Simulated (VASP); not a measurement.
An input for Ansatz (written as the equivalent of a VASP run, and not itself run):

Ansatz 0.2 input:
```yaml
crystal:
  lattice:
    - [-1.6760718, 1.6760718, 1.6760718]
    - [1.6760718, -1.6760718, 1.6760718]
    - [1.6760718, 1.6760718, -1.6760718]
  atoms:
    - { symbol: Ta, position: [0.0000000, 0.0000000, 0.0000000] }
kpoints:
  mp_grid: { grid: [16, 16, 16] }
hamiltonian:
  xc: pbe
  dispersion: d3bj
  pseudopotentials: { kind: paw }
scf:
  occupations: { method: methfessel_paxton, width: 0.1 }
  max_iter: 100
output: { forces: true, stress: true, eigenvalues: true }
```

Problem. Translate this input to VASP (INCAR, KPOINTS, POSCAR, choice of POTCAR).

Solution. One answer among several that fit: 
File KPOINTS:
```
Automatic mesh
0
Gamma
16 16 16
0 0 0
```

### INCAR
```
# general
SYSTEM  = Ta
PREC    = Accurate
ENCUT   = 520
LREAL   = .FALSE.
LASPH   = .TRUE.

# electronic loop
EDIFF   = 1E-7
NELM    = 100
ALGO    = Normal
LMAXMIX = 6

# smearing
ISMEAR  = 1
SIGMA   = 0.1

# functional
GGA     = PE
IVDW    = 12

# ions
ISIF    = 2

# output
LWAVE   = .FALSE.
LCHARG  = .FALSE.
```

**POSCAR**
```
Ta
1
   -1.6760718264     1.6760718264     1.6760718264
    1.6760718264    -1.6760718264     1.6760718264
    1.6760718264     1.6760718264    -1.6760718264
Ta
1
Direct
  0.0000000000   0.0000000000   0.0000000000
```

POTCAR, in this order: Ta_pv (PBE.64 set). Program: vasp_std.

The two are equivalent in intent, not identical: each code has its own PAW files, so the cut-off isn't converted (ENCUT is set for VASP's; basis.ecutwfc is left out, and Ansatz then takes the one that its files recommend); Ansatz stops its SCF on the density residual and VASP on the energy change (EDIFF).

The compound is Ta in the bcc structure. This cell is one point of a volume scan, at 1.06 of the reference volume.
